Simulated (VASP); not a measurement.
A run of VASP 6.6.1:

Contents of INCAR:

```
SYSTEM = CaHg
PREC = Accurate
ENCUT = 520
EDIFF = 1E-6
ISMEAR = -1
SIGMA = 0.1
LREAL = .FALSE.
LASPH = .TRUE.
NELM = 100
ALGO = Normal
ISIF = 2
LWAVE = .FALSE.
LCHARG = .TRUE.
GGA = PS
LELF = .TRUE.
LVHAR = .TRUE.
NBANDS = 18
```

File KPOINTS:

```
Automatic mesh
0
G
  6 6 6
  0 0 0
```

Contents of POSCAR:

```
CaHg
1.0
    3.7546546800      0.0000000000      0.0000000000
    0.0000000000      3.7546546800      0.0000000000
    0.0000000000      0.0000000000      3.7546546800
Ca Hg
1 1
Direct
    0.0000000000      0.0000000000      0.0000000000
    0.5000000000      0.5000000000      0.5000000000
```

Potentials or basis: VASP PAW PBE potentials, release 64 (Ca_sv, Hg).

Command:

```console
$ cat potpaw_PBE.64/Ca_sv/POTCAR potpaw_PBE.64/Hg/POTCAR > POTCAR
$ mpirun -np 1 vasp_std > vasp.out
```

Hardware: 1 thread of Intel(R) Xeon(R) Platinum 8375C CPU @ 2.90GHz (Ice Lake) (shared host).

Task: How long does it take, and how much memory?

Result: Run time: 22 s on 1 thread of Intel(R) Xeon(R) Platinum 8375C CPU @ 2.90GHz (Ice Lake), with other jobs on the host, peak memory 0.17 GiB. Counts: scf iterations 12, k points 20.
